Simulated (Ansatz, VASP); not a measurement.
## NaGaB in VASP and in Ansatz

Contents of INCAR:

```
SYSTEM = NaGaB
PREC = Accurate
ENCUT = 520
EDIFF = 1E-6
ISMEAR = 0
SIGMA = 0.1
LREAL = .FALSE.
LASPH = .TRUE.
NELM = 60
ALGO = Fast
ISIF = 2
LWAVE = .FALSE.
LCHARG = .FALSE.
GGA = PE
NBANDS = 18
```

KPOINTS

```
Automatic mesh
0
G
  6 6 6
  0 0 0
```

The input POSCAR:

```
NaGaB
1.0
    4.0389250300      0.0000000000      0.0000000000
   -2.0194625100      3.4978116800      0.0000000000
    0.0000000000      0.0000000000      3.2534744500
Na Ga B
1 1 1
Direct
    0.6666666700      0.3333333300      0.0000000000
    0.3333333300      0.6666666700      0.0000000000
    0.0000000000      0.0000000000      0.5000000000
```

Input for Ansatz:

```yaml
crystal:
  lattice:
    - [4.03892503, 0.0, 0.0]
    - [-2.01946251, 3.49781168, 0.0]
    - [0.0, 0.0, 3.25347445]
  atoms:
    - { symbol: Na, position: [0.66666667, 0.33333333, 0.0] }
    - { symbol: Ga, position: [0.33333333, 0.66666667, 0.0] }
    - { symbol: B, position: [0.0, 0.0, 0.5] }
basis:
  ecutwfc: 420
kpoints:
  mp_grid: { grid: [6, 6, 6] }
hamiltonian:
  xc: pbe
scf:
  occupations: { method: gaussian, width: 0.1 }
  lower_state_search: "off"
output:
  forces: true
  stress: true
  eigenvalues: true
```

Alike in both runs: task single point; functional PBE; k mesh 6 × 6 × 6; occupations gaussian, width 0.1 eV; no spin polarisation.

|  | VASP | Ansatz |
| --- | --- | --- |
| version | VASP 6.6.1 | Ansatz 0.2.0 |
| potentials or method | VASP PAW PBE potentials, release 64 (Na_pv, Ga_d, B) | scalar-relativistic, plane waves, PAW |
| plane-wave cutoff (eV) | 520 | 420 |
| valence electrons in the cell | 23 | 25 |

VASP gave:

```
gap on the k mesh at the Fermi level (eV)       : none
pressure (GPa)                                  : 8.3
largest component of the traceless stress (GPa) : 20.97
```

**Question.** Which values does Ansatz return?

**Answer.** gap on the k mesh at the Fermi level (eV): none; pressure (GPa): 8.0; largest component of the traceless stress (GPa): 20.80.

A gap of «none» marks a metal or a gap that the smearing closes. The two sets of potentials don't hold the same shells in valence.
